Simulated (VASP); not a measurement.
Level of theory: r2SCAN meta-GGA with spin-orbit coupling, VASP's PBE PAW potentials (set 64) (plane waves; VASP 6.6.1).

VASP ran on this input.

File KPOINTS_OPT:
```
k-points along high-symmetry lines
8
Line-mode
Reciprocal
  0.000000   0.000000   0.000000 ! GAMMA
  0.500000  -0.500000   0.500000 ! H

  0.500000  -0.500000   0.500000 ! H
  0.000000   0.000000   0.500000 ! N

  0.000000   0.000000   0.500000 ! N
  0.000000   0.000000   0.000000 ! GAMMA

  0.000000   0.000000   0.000000 ! GAMMA
  0.250000   0.250000   0.250000 ! P

  0.250000   0.250000   0.250000 ! P
  0.500000  -0.500000   0.500000 ! H

  0.250000   0.250000   0.250000 ! P
  0.000000   0.000000   0.500000 ! N
```

File POSCAR:
```
Mo
1
   -1.5763857230     1.5763857230     1.5763857230
    1.5763857230    -1.5763857230     1.5763857230
    1.5763857230     1.5763857230    -1.5763857230
Mo
1
Direct
  0.0000000000   0.0000000000   0.0000000000
```

KPOINTS:
```
Automatic mesh
0
Gamma
15 15 15
0 0 0
```

INCAR:
```
# general
SYSTEM     = Mo
PREC       = Accurate
ENCUT      = 400
LREAL      = .False.
LASPH      = .True.

# electronic loop
EDIFF      = 1E-6
NELM       = 100
ALGO       = Normal
LMAXMIX    = 4
LMIXTAU    = .True.

# smearing
ISMEAR     = 0
SIGMA      = 0.05

# functional
METAGGA    = R2SCAN
GGA_COMPAT = .False.

# spin
MAGMOM     = 0 0 0
LSORBIT    = .True.

# output
LWAVE      = .False.
LCHARG     = .False.
```

POTCAR, in this order: Mo_sv (PBE.64 set). Program: vasp_ncl.

The resulting files:

File OSZICAR:
```
       N       E                     dE             d eps       ncg     rms          rms(c)
DAV:   1     0.963058097927E+02    0.96306E+02   -0.74020E+03  5320   0.112E+03
DAV:   2    -0.303209855151E+02   -0.12663E+03   -0.12248E+03  6010   0.381E+02
DAV:   3    -0.324993144629E+02   -0.21783E+01   -0.21616E+01  6356   0.514E+01
DAV:   4    -0.325078939421E+02   -0.85795E-02   -0.85781E-02  5718   0.351E+00
DAV:   5    -0.325079533695E+02   -0.59427E-04   -0.59427E-04  6364   0.270E-01    0.180E+01
DAV:   6    -0.253922332938E+02    0.71157E+01   -0.41282E+00  5588   0.269E+01    0.204E+00
DAV:   7    -0.262081496722E+02   -0.81592E+00   -0.19321E-01  5492   0.552E+00    0.173E+00
DAV:   8    -0.258328562158E+02    0.37529E+00   -0.44453E-01  5994   0.774E+00    0.231E+00
DAV:   9    -0.261383021495E+02   -0.30545E+00   -0.16035E-01  5664   0.364E+00    0.889E-01
DAV:  10    -0.261763359642E+02   -0.38034E-01   -0.71175E-03  5704   0.106E+00    0.383E-01
DAV:  11    -0.261773141029E+02   -0.97814E-03   -0.78766E-04  6092   0.355E-01    0.128E-01
DAV:  12    -0.261776099946E+02   -0.29589E-03   -0.30293E-04  5418   0.237E-01    0.241E-02
DAV:  13    -0.261777060304E+02   -0.96036E-04   -0.49970E-05  5772   0.104E-01    0.737E-03
DAV:  14    -0.261776822537E+02    0.23777E-04   -0.10294E-05  5706   0.434E-02    0.563E-03
DAV:  15    -0.261776921762E+02   -0.99225E-05   -0.87660E-07  4210   0.128E-02    0.327E-03
DAV:  16    -0.261776914931E+02    0.68312E-06   -0.18477E-07  2892   0.658E-03
   1 F= -.26177691E+02 E0= -.26177132E+02  d E =-.111963E-02  mag=     0.0000    -0.0000    -0.0000
       N       E                     dE             ncg
```

File OUTCAR:
```
------------------------ aborting loop because EDIFF is reached ----------------------------------------
  FORCE on cell =-STRESS in cart. coord.  units (eV):
  Direction    XX          YY          ZZ          XY          YZ          ZX
  --------------------------------------------------------------------------------------
  Total        0.0061883      0.0061883      0.0061883      0.0000000      0.0000000      0.0000000
  in kB        0.6327485      0.6327485      0.6327485      0.0000000      0.0000000      0.0000000
  external PRESSURE =       0.6327485 kB  Pullay stress =       0.0000000 kB
  volume of cell :       15.67
      direct lattice vectors                 reciprocal lattice vectors
    -1.576385723  1.576385723  1.576385723     0.000000000  0.317181254  0.317181254
     1.576385723 -1.576385723  1.576385723     0.317181254  0.000000000  0.317181254
     1.576385723  1.576385723 -1.576385723     0.317181254  0.317181254  0.000000000
 POSITION                                       TOTAL-FORCE (eV/Angst)
 -----------------------------------------------------------------------------------
      0.00000      0.00000      0.00000         0.000000     -0.000000      0.000000
 -----------------------------------------------------------------------------------
    total drift:                                0.000000      0.000000      0.000000
  FREE ENERGIE OF THE ION-ELECTRON SYSTEM (eV)
  ---------------------------------------------------
  free  energy   TOTEN  =       -26.1776914931 eV

  energy  without entropy=      -26.1765718646  energy(sigma->0) =      -26.17713168

 Ion:    1  E_soc:     -0.1991176
```
(Selected blocks of OUTCAR.)

The compound is Mo in the bcc structure. It was relaxed first.
